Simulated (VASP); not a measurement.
```yaml
crystal:
  lattice:
    - [0.00000, 2.72500, 2.72500]
    - [2.72500, 0.00000, 2.72500]
    - [2.72500, 2.72500, 0.00000]
  atoms:
    - { symbol: Ga, position: [0.00000, 0.00000, 0.00000] }
    - { symbol: P, position: [0.25000, 0.25000, 0.25000] }
```

The base run (VASP): PBE GGA, plane waves, VASP's PBE PAW potentials (set 64). Run with 400 eV cut-off, 8×8×8 Γ-centred mesh, Gaussian smearing of 0.050 eV, potentials Ga_d P.

One setting is varied; ΔE counts from the most expensive setting. The base run took about 10 core-seconds. Times come from single runs on busy shared machines, so they are rough: good to a factor of about 2.

Pressures at a finite cut-off, here 400 eV, hold a Pulay part, which wasn't tested here.

```
setting                                                 cost over the base run  electronic steps  ΔE (meV/atom)  pressure (GPa)
------------------------------------------------------  ----------------------  ----------------  -------------  --------------
KGAMMA = .FALSE., KSPACING = 0.5, KPOINTS file removed               about 1/2                12            1.0            2.26
KGAMMA = .FALSE., KSPACING = 0.6, KPOINTS file removed    within a factor of 2                12            1.0            2.26
KGAMMA = .TRUE., KSPACING = 0.4, KPOINTS file removed     within a factor of 2                12           22.9            2.37
KGAMMA = .TRUE., KSPACING = 0.35, KPOINTS file removed    within a factor of 2                12            8.0            2.29
base run                                                             reference                12            1.2            2.26
KGAMMA = .TRUE., KSPACING = 0.16, KPOINTS file removed           about 3 times                12            0.0            2.27
```

Left out are runs that failed, have no time on record or changed the cell.

The compound is GaP in the zinc blende structure. The cell was not relaxed at this level.
